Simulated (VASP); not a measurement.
Calculation: r2SCAN meta-GGA, VASP's PBE PAW potentials (set 64) (plane waves; VASP).

Gaps are without spin-orbit coupling.

```json
{
 "volume_per_atom": "36.47 Å³/atom",
 "band gap (over mesh and band path)": "2.53 eV",
 "smallest direct gap (over mesh and band path)": "2.53 eV"
}
```

Which relaxed crystal gives these values?
A) CdF2, Fm-3m (225)
B) CaPbF6, Fm-3m (225)
C) CsPbCl3, R32 (155)
D) InAs, P6_3mc (186)

C, CsPbCl3, R32 (155)
